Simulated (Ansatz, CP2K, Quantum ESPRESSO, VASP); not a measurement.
NiMoIrPdW: programs and potentials compared

```
Ni Mo Pd Ir W
1.0
     4.11705    0.00000    0.00000
    -2.05853    3.56547    0.00000
     0.00000    0.00000    5.44580
Ni Mo Pd Ir W
1 1 1 1 1
Direct
  0.00000 0.00000 0.95775
  0.66667 0.33333 0.96161
  0.66667 0.33333 0.46295
  0.33333 0.66667 0.72572
  0.33333 0.66667 0.23642
```

The cell comes from a database or a generator and needn't be the stable form of this composition.

Alike in all runs: task single point; functional PBE; k mesh 8 × 8 × 5; occupations fermi-dirac, width 0.05 eV; collinear spin, ferromagnetic start; no spin-orbit coupling. Pressure is positive in compression and, in plane waves, holds the error of the finite cutoff.

| program and potentials | plane-wave cutoff (eV) | notes | pressure (GPa) | net moment per atom (μB) | largest force (eV/Å) |
| --- | --- | --- | --- | --- | --- |
| Quantum ESPRESSO, SSSP 1.3 efficiency PBE | 816 | 15.8 valence electrons an atom on average | -0.11 | 0.00 | 0.068 |
| VASP, PBE PAW files Ir, Mo_sv, Ni, Pd, W_sv, 520 eV | 520 | 11.4 valence electrons an atom on average | ? | ? | - |
| Ansatz, all-electron LAPW, scalar-relativistic | - | - | 0.00 | 0.00 | - |
| CP2K, GTH_POTENTIALS Ni GTH-PBE-q18, Pd GTH-PBE-q18, Ir GTH-PBE-q17, W GTH-PBE-q14; POTENTIAL_UZH Mo GTH-PBE-q14; TZVP-MOLOPT-SR-GTH, TZVP-MOLOPT-PBE-GTH basis | - | atomic basis; 16.2 valence electrons an atom on average | 0.26 | 0.00 | 0.057 |

Problem. Estimate from the other rows what the run with VASP, PBE PAW files Ir, Mo_sv, Ni, Pd, W_sv, 520 eV gave.

Solution. Pressure 0.17 GPa; net moment per atom 0.00 μB. The other rows, which needn't bracket it: pressure -0.11 to 0.26; net moment per atom 0.00; largest force 0.057 to 0.068.
